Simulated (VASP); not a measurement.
```
CELL_PARAMETERS angstrom
      3.40520     0.00000     0.00000
      0.00000     3.40520     0.00000
      0.00000     0.00000     4.86714
ATOMIC_POSITIONS crystal
  Na 0.50000 0.50000 0.50000
  Bi 0.00000 0.00000 0.00000
```

All values below come from PBEsol GGA, VASP's PBE PAW potentials (set 64) (plane waves; VASP). Run with 300 eV cut-off, 10×10×7 Γ-centred mesh, Fermi-Dirac smearing of 0.10 eV, potentials Na_pv Bi_d.

Question: Give the energies of bands 10 to 14 at the high-symmetry points, in eV from the Fermi level.

Answer: 
```json
[
 {"band": "10", "Γ": "-1.86", "X": "-4.18", "M": "-2.41", "Z": "-4.08", "R": "-3.80", "A": "-2.19"},
 {"band": "11", "Γ": "0.56", "X": "-0.17", "M": "-2.41", "Z": "3.27", "R": "-1.95", "A": "-2.19"},
 {"band": "12", "Γ": "3.09", "X": "3.14", "M": "1.67", "Z": "3.27", "R": "1.47", "A": "-0.07"},
 {"band": "13", "Γ": "3.09", "X": "4.69", "M": "2.56", "Z": "6.28", "R": "4.94", "A": "3.18"},
 {"band": "14", "Γ": "6.35", "X": "4.70", "M": "5.77", "Z": "6.56", "R": "8.56", "A": "3.68"}
]
```

It has no gap at this level: it comes out as a metal or semimetal.

The structure comes from a computed database's NaBi entry (P4/mmm); how it stands against other phases isn't given here. The cell was not relaxed at this level.
